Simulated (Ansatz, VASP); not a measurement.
## AlGaN2 in two plane-wave programs

One calculation is typed for both programs; each brings its own data sets. How far apart do they land? The cell is taken from a series of runs on this material, whose earlier steps may have relaxed, scaled, displaced or heated it; both programs get it as it stands.

Calculated with Ansatz 0.2.0; plane waves, with VASP 6.6.1 beside it; LDA.

## Step 1: The starting structure

It takes space group P3m1 (No. 156, trigonal). The conventional cell has a = 3.119 Å, b = 3.119 Å, c = 5.053 Å, α = 90.00°, β = 90.00°, γ = 120.00°. Al has 4 N at 1.88 to 1.89 Å nearest. Nearest to Ga lie 4 N at 1.92 to 1.94 Å. Nearest to N lie 3 Al at 1.89 Å and 1 Ga at 1.94 Å. Nearest to N lie 1 Al at 1.88 Å and 3 Ga at 1.92 Å. Farther neighbours and most contacts between anions are not listed.

Structure file:

```xyz
4
Lattice="3.1192 0.0000 0.0000 -1.5596 2.7013 0.0000 0.0000 0.0000 5.0529" Properties=species:S:1:pos:R:3 pbc="T T T"
Al    0.0000    0.0000    5.0503
Ga    1.5596    0.9004    2.5122
N     1.5596    0.9004    0.5703
N     0.0000    0.0000    3.1675
```

## Step 2: VASP: single point, LDA

With cell and atoms fixed, the geometry can't cause a difference; cores, projectors, grids and the points listed under the comparison can.

Lines of VASP's logs that name or quote its potential files are left out, and so is its time.

INCAR reads:

```
SYSTEM = AlGaN2
PREC = Accurate
ENCUT = 520
EDIFF = 1E-06
NELM = 120
ISMEAR = 0
SIGMA = 0.01
LREAL = .FALSE.
ALGO = Normal
GGA = PW92
NBANDS = 19
LORBIT = 11
LWAVE = .FALSE.
LCHARG = .FALSE.
ISIF = 2
LASPH = .TRUE.
GGA_COMPAT = .FALSE.
EFERMI = MIDGAP
```

POSCAR reads:

```
AlGaN2
1.0
    3.1191540341     -0.0000002863      0.0000000000
   -1.5595767691      2.7012667750      0.0000000000
    0.0000000000      0.0000000000      5.0528985471
Al Ga N
1 1 2
Direct
    0.0000000000      0.0000000000      0.9994937143
    0.6666666667      0.3333333333      0.4971805413
    0.6666666667      0.3333333333      0.1128676700
    0.0000000000      0.0000000000      0.6268580745
```

KPOINTS reads:

```
Automatic mesh
0
Gamma
9 9 6
0 0 0
```

PAW data sets: Al, Ga_d and N (LDA family, release 64).

The run is started by

```bash
$ mpirun -np 1 vasp_std
```

Numbers of over 12 decimals in the logs are rounded to 6 here.

Log:

```text
[banner, memory and clock lines left out]
running    1 mpi-ranks, on    1 nodes
 distrk:  each k-point on    1 cores,    1 groups
 distr:  one band on    1 cores,    1 groups

 POSCAR found type information on POSCAR AlGaN
 POSCAR found :  3 types and       4 ions
|                                                                             |
|               ----> ADVICE to this user running VASP <----                  |
|                                                                             |
|     You enforced a specific xc type in the INCAR file but a different       |
|     [... a line on the potential file left out ...]
|     I HOPE YOU KNOW WHAT YOU ARE DOING!                                     |
|                                                                             |

 LDA part: xc-table for (Slater(with rela. corr.)+PW92), standard interpolation
 POSCAR, INCAR and KPOINTS ok, starting setup
 FFT: planning ... GRIDC
 FFT: planning ... GRID_SOFT
 FFT: planning ... GRID
 WAVECAR not read
 entering main loop
       N       E                     dE             d eps       ncg     rms          rms(c)
DAV:   1     0.187259651371E+03    0.18726E+03   -0.12753E+04  2478   0.204E+03
DAV:   2    -0.146577781128E+02   -0.20192E+03   -0.19175E+03  2677   0.435E+02
DAV:   3    -0.346137005419E+02   -0.19956E+02   -0.19760E+02  2756   0.117E+02
DAV:   4    -0.351320525769E+02   -0.51835E+00   -0.51722E+00  3248   0.192E+01
DAV:   5    -0.351387574748E+02   -0.67049E-02   -0.67017E-02  2792   0.208E+00    0.117E+01
DAV:   6    -0.304354815672E+02    0.47033E+01   -0.17460E+01  3537   0.570E+01    0.396E+00
DAV:   7    -0.304253152851E+02    0.10166E-01   -0.10578E+00  2648   0.819E+00    0.266E+00
DAV:   8    -0.303722258416E+02    0.53089E-01   -0.18740E-01  3243   0.452E+00    0.779E-01
DAV:   9    -0.303620948398E+02    0.10131E-01   -0.38033E-02  3398   0.320E+00    0.301E-01
DAV:  10    -0.303623564829E+02   -0.26164E-03   -0.56288E-03  2893   0.572E-01    0.942E-02
DAV:  11    -0.303623230255E+02    0.33457E-04   -0.24796E-04  3106   0.158E-01    0.305E-02
DAV:  12    -0.303623216418E+02    0.13837E-05   -0.28634E-05  2862   0.611E-02    0.188E-02
DAV:  13    -0.303623212067E+02    0.43507E-06   -0.31087E-06  2500   0.176E-02
   1 F= -.30362321E+02 E0= -.30362321E+02  d E =0.000000E+00
```

OUTCAR, selected parts (step 2):

```text
ion  position               nearest neighbor table
   1  0.000  0.000  0.999-   4 1.88   3 1.89   3 1.89   3 1.89   2 3.09   2 3.09   2 3.09   2 3.11
                             2 3.11   2 3.11
   2  0.667  0.333  0.497-   4 1.92   4 1.92   4 1.92   3 1.94   1 3.09   1 3.09   1 3.09   1 3.11
                             1 3.11   1 3.11
   3  0.667  0.333  0.113-   1 1.89   1 1.89   1 1.89   2 1.94
   4  0.000  0.000  0.627-   1 1.88   2 1.92   2 1.92   2 1.92

  LATTYP: Found a hexagonal cell.
 ALAT       =     3.1191540341
 C/A-ratio  =     1.6199580052

 Subroutine GETGRP returns: Found  6 space group operations
 (whereof  6 operations were pure point group operations)

The static configuration has the point symmetry C_3v.

 Found     62 irreducible k-points:

   k-points           NKPTS =     62   k-points in BZ     NKDIM =     62   number of bands    NBANDS=     19

   dimension x,y,z NGX =    24 NGY =   24 NGZ =   40
   dimension x,y,z NGXF=    48 NGYF=   48 NGZF=   80

   ENCUT  =  520.0 eV  38.22 Ry    6.18 a.u.   5.80  5.80  9.40*2*pi/ulx,y,z

   NELECT =      26.0000    total number of electrons

 k-points in reciprocal lattice and weights: Automatic mesh
   0.00000000  0.00000000  0.00000000       0.002
   0.11111111  0.00000000  0.00000000       0.012
   0.22222222  0.00000000  0.00000000       0.012
   0.33333333  0.00000000  0.00000000       0.012
   0.44444444  0.00000000  0.00000000       0.012
   0.11111111  0.11111111  0.00000000       0.012
   0.22222222  0.11111111  0.00000000       0.025
   0.33333333  0.11111111  0.00000000       0.025
   0.44444444  0.11111111  0.00000000       0.012
[...]
0.33333333  0.22222222  0.50000000       0.025
   0.33333333  0.33333333  0.50000000       0.004

 average (electrostatic) potential at core
       1 -70.3771       2 -63.7400       3 -60.5421       4 -60.7766

 E-fermi :   7.3447

 k-point     1 :       0.0000    0.0000    0.0000
  band No.  band energies     occupation
    ...
      9       4.6548      2.00000
     10       4.6548      2.00000
     11       5.6797      2.00000
     12       5.7945      2.00000
     13       5.7945      2.00000
     14       8.8949      0.00000
     15      11.4388      0.00000
     16      15.5591      0.00000
     17      16.3265      0.00000
     18      16.3265      0.00000
    ...

 k-point     2 :       0.1111    0.0000    0.0000
  band No.  band energies     occupation
    ...
      9       3.9114      2.00000
     10       4.4631      2.00000
     11       4.9074      2.00000
     12       5.6118      2.00000
     13       5.6808      2.00000
     14       9.6501      0.00000
     15      12.0643      0.00000
     16      15.0144      0.00000
     17      15.6352      0.00000
     18      16.6958      0.00000
    ...

 k-point     3 :       0.2222    0.0000    0.0000
  band No.  band energies     occupation
    ...
      9       2.3208      2.00000
     10       3.4421      2.00000
     11       4.0187      2.00000
     12       5.2677      2.00000
     13       5.4024      2.00000
     14      10.7984      0.00000
     15      12.6380      0.00000
     16      13.9938      0.00000
     17      14.7317      0.00000
     18      16.9337      0.00000
    ...

  Total        0.1958801      0.1958801      0.1895534      0.0000000      0.0000000      0.0000000
  in kB        7.3715044      7.3715044      7.1334109      0.0000000      0.0000000      0.0000000
  external PRESSURE =       7.2921399 kB  Pullay stress =       0.0000000 kB

  energy-cutoff  :      520.00
  volume of cell :       42.57
      direct lattice vectors                 reciprocal lattice vectors
     3.119154034 -0.000000286  0.000000000     0.320599766  0.185098322  0.000000000
    -1.559576769  2.701266775  0.000000000     0.000000034  0.370196703  0.000000000
     0.000000000  0.000000000  5.052898547     0.000000000  0.000000000  0.197906210

 POSITION                                       TOTAL-FORCE (eV/Angst)
 -----------------------------------------------------------------------------------
      0.00000      0.00000      5.05034        -0.000000      0.000000     -0.002700
      1.55958      0.90042      2.51220         0.000000     -0.000000     -0.000407
      1.55958      0.90042      0.57031        -0.000000      0.000000     -0.021725
      0.00000      0.00000      3.16745         0.000000     -0.000000      0.024831
 -----------------------------------------------------------------------------------
    total drift:                                0.000000      0.000001      0.001352

  FREE ENERGIE OF THE ION-ELECTRON SYSTEM (eV)
  ---------------------------------------------------
  free  energy   TOTEN  =       -30.3623212067 eV

  energy  without entropy=      -30.3623212067  energy(sigma->0) =      -30.36232121

 total charge
# of ion       s       p       d       tot
------------------------------------------
    1        0.378   0.455   0.000   0.833
    2        0.803   0.965  10.210  11.977
    3        1.210   2.586   0.000   3.796
    4        1.210   2.556   0.000   3.766
--------------------------------------------------
tot          3.600   6.562  10.210  20.373

[... 3 further parts left out ...]
```

The run ends at a pressure of 0.73 GPa, with forces up to 0.025 eV/Å.

[end of part 1 of 2]

[Lines on the potential files, build, host, timing and source positions are cut from VASP's logs without a mark.]

[Logs are printed without paths, hosts, clocks, repeated set-up lines and the standing remarks that a program may print on its own settings, such as how far it seeks lower states.]

[Hosts, paths, dates, database ids (printed as entryN), source tags and the programs' standing remarks are cut or masked in the printed files.]
